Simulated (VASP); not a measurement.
Data:

```
CELL_PARAMETERS angstrom
      0.00000     3.23500     3.23500
      3.23500     0.00000     3.23500
      3.23500     3.23500     0.00000
ATOMIC_POSITIONS crystal
  Na 0.00000 0.00000 0.00000
  I  0.50000 0.50000 0.50000
```

The numbers are results of Bethe-Salpeter equation (Tamm-Dancoff) on G0W0 levels and PBE orbitals, VASP's PBE PAW potentials (set 64) (plane waves; VASP), not measurements. Numerical set-up: PREC = Normal, 500 eV cut-off, 6×6×6 Γ-centred mesh, Gaussian smearing of 0.010 eV, potentials Na_sv_GW I_GW.

The mesh is coarse, so the spectrum and binding energies are not converged. Unless said otherwise, spin-orbit coupling is left out, though it shifts the bands of the heavy elements here.

The BSE takes 3 valence and 4 conduction bands in the Tamm-Dancoff approximation; the smallest direct G0W0 gap on the mesh is 5.71 eV.

### Question
Where does the first bright exciton lie on this mesh?

### Answer
At 5.10 eV. Its distance from the direct gap isn't converged on a mesh this coarse and overstates the binding.

(ħω (eV), ε₂): (0.00, 0.00); (0.30, 0.00); (0.50, 0.01); (0.80, 0.01); (1.00, 0.01); (1.30, 0.01); (1.50, 0.02); (1.80, 0.02); (2.10, 0.02); (2.30, 0.03); (2.60, 0.04); (2.80, 0.04); (3.10, 0.05); (3.30, 0.06); (3.60, 0.08); (3.80, 0.09); (4.10, 0.13); (4.40, 0.20); (4.60, 0.31); (4.90, 1.02); (5.10, 4.33); (5.40, 1.35); (5.60, 3.08); (5.90, 6.68); (6.20, 2.57); (6.40, 8.61); (6.70, 4.74); (6.90, 5.00); (7.20, 6.55); (7.40, 4.54); (7.70, 4.33); (7.90, 3.61); (8.20, 5.45); (8.50, 5.26); (8.70, 5.04); (9.00, 4.29); (9.20, 4.15); (9.50, 2.53); (9.70, 2.06); (10.00, 1.63)

The compound is NaI in the rock salt structure. The cell was not relaxed at this level.
